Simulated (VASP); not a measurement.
A convergence study with VASP on CuZn (space group no. 221 when undisturbed): a few settings are varied, all else stays as given below, so the limit is that of these other settings. One atom is moved off its site, so that forces are finite.

```
CuZn
1.0
    2.94115     0.00000     0.00000
    0.00000     2.94115     0.00000
    0.00000     0.00000     2.94115
Zn Cu
1 1
Direct
  0.50000   0.50000   0.51700
  0.00000   0.00000   0.00000
```

Level of theory: PBE GGA, VASP's PBE PAW potentials (set 64) (plane waves; VASP). The last row used: 300 eV cut-off, 18×18×18 Γ-centred mesh, first-order Methfessel-Paxton smearing of 0.010 eV, potentials Zn Cu.

```
setting       E (eV/atom)  pressure (GPa)  largest force (eV/Å)  irreducible k-points
------------  -----------  --------------  --------------------  --------------------
SIGMA = 1.0       -2.5005            2.01                 0.246                   550
SIGMA = 0.5       -2.5000            2.09                 0.246                   550
SIGMA = 0.3       -2.5000            2.13                 0.246                   550
SIGMA = 0.2       -2.5001            2.16                 0.245                   550
SIGMA = 0.1       -2.5001            2.19                 0.246                   550
SIGMA = 0.05      -2.5001            2.19                 0.247                   550
SIGMA = 0.02      -2.5001            2.20                 0.247                   550
SIGMA = 0.01      -2.5001            2.20                 0.247                   550
```

Left out are rungs that failed or repeat a setting and relaxations that didn't move; long series are thinned to 24 rows.

The structure is a typed CuZn crystal (space group no. 221). The cell was not relaxed at this level, it is distorted from the ideal structure. The electron count is odd and the run is not spin-polarised, which forces a metal.
